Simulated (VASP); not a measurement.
These are PBEsol GGA, VASP's PBE PAW potentials (set 64) (plane waves; VASP 6.6.1) values and carry that method's errors.

Input for VASP

### INCAR
```
# general
SYSTEM =LuHg
PREC   =Accurate
ENCUT  =300   # plane-wave cut-off (eV)
LREAL  =.FALSE.   # projection in real space or not
LASPH  =.TRUE.

# electronic loop
EDIFF  =1E-6
NELM   =100   # most electronic steps
ALGO   =Normal   # blocked Davidson
LMAXMIX=6

# smearing
ISMEAR =-1   # Fermi-Dirac
SIGMA  =0.1   # width (eV)

# functional
GGA    =PS   # PBEsol

# ions
ISIF   =2   # forces and stress, cell fixed

# output
LWAVE  =.FALSE.
LCHARG =.FALSE.
```

POSCAR:
```
LuHg
3.6407150
  1.0000000000   0.0000000000   0.0000000000
  0.0000000000   1.0000000000   0.0000000000
  0.0000000000   0.0000000000   1.0000000000
Lu Hg
1 1
Cart
  0.5000000000   0.5000000000   0.5000000000
  0.0000000000   0.0000000000   0.0000000000
```

File KPOINTS:
```
Automatic mesh
0
Gamma
12 12 12
0 0 0
```

POTCAR, in this order: Lu_3 Hg (PBE.64 set). Program: vasp_std.

The resulting files:

File OSZICAR:
```
       N       E                     dE             d eps       ncg     rms          rms(c)
DAV:   1     0.736076397313E+02    0.73608E+02   -0.77253E+03  3754   0.118E+03
DAV:   2    -0.495922877979E+01   -0.78567E+02   -0.76871E+02  3828   0.463E+02
DAV:   3    -0.691318660270E+01   -0.19540E+01   -0.19457E+01  3470   0.570E+01
DAV:   4    -0.693658651385E+01   -0.23400E-01   -0.23270E-01  3144   0.378E+00
DAV:   5    -0.693702763879E+01   -0.44112E-03   -0.44102E-03  3386   0.605E-01    0.218E+01
DAV:   6    -0.661990954868E+01    0.31712E+00   -0.10973E+00  3490   0.116E+01    0.124E+01
DAV:   7    -0.659465464428E+01    0.25255E-01   -0.93466E-02  3860   0.402E+00    0.329E+00
DAV:   8    -0.659392591372E+01    0.72873E-03   -0.95784E-03  4002   0.149E+00    0.197E-01
DAV:   9    -0.659373488055E+01    0.19103E-03   -0.10565E-03  3604   0.469E-01    0.740E-02
DAV:  10    -0.659373110986E+01    0.37707E-05   -0.13264E-04  3292   0.146E-01    0.221E-02
DAV:  11    -0.659373343850E+01   -0.23286E-05   -0.30913E-05  3800   0.758E-02    0.378E-02
DAV:  12    -0.659373149601E+01    0.19425E-05   -0.11036E-05  3836   0.457E-02    0.169E-03
DAV:  13    -0.659373152038E+01   -0.24378E-07   -0.35166E-07  1362   0.540E-03
   1 F= -.65937315E+01 E0= -.65700859E+01  d E =-.472912E-01
```

### OUTCAR
```
------------------------ aborting loop because EDIFF is reached ----------------------------------------
  FORCE on cell =-STRESS in cart. coord.  units (eV):
  Direction    XX          YY          ZZ          XY          YZ          ZX
  --------------------------------------------------------------------------------------
  Total       -1.1391105     -1.1391105     -1.1391105      0.0000000      0.0000000     -0.0000000
  in kB      -37.8195526    -37.8195526    -37.8195526      0.0000000      0.0000000     -0.0000000
  external PRESSURE =     -37.8195526 kB  Pullay stress =       0.0000000 kB
  volume of cell :       48.26
      direct lattice vectors                 reciprocal lattice vectors
     3.640715000  0.000000000  0.000000000     0.274671321  0.000000000  0.000000000
     0.000000000  3.640715000  0.000000000     0.000000000  0.274671321  0.000000000
     0.000000000  0.000000000  3.640715000     0.000000000  0.000000000  0.274671321
 POSITION                                       TOTAL-FORCE (eV/Angst)
 -----------------------------------------------------------------------------------
      1.82036      1.82036      1.82036         0.000000      0.000000      0.000000
      0.00000      0.00000      0.00000         0.000000      0.000000      0.000000
 -----------------------------------------------------------------------------------
    total drift:                                0.000000      0.000000     -0.000000
  FREE ENERGIE OF THE ION-ELECTRON SYSTEM (eV)
  ---------------------------------------------------
  free  energy   TOTEN  =        -6.5937315204 eV

  energy  without entropy=       -6.5464403355  energy(sigma->0) =       -6.57008593
```
(Selected blocks of OUTCAR.)

At this cut-off the stress carries a Pulay error, which pulls relaxed volumes low.

The structure comes from a computed database's LuHg entry (Pm-3m); how it stands against other phases isn't given here. The cell was not relaxed at this level. The electron count is odd and the run is not spin-polarised, which forces a metal.
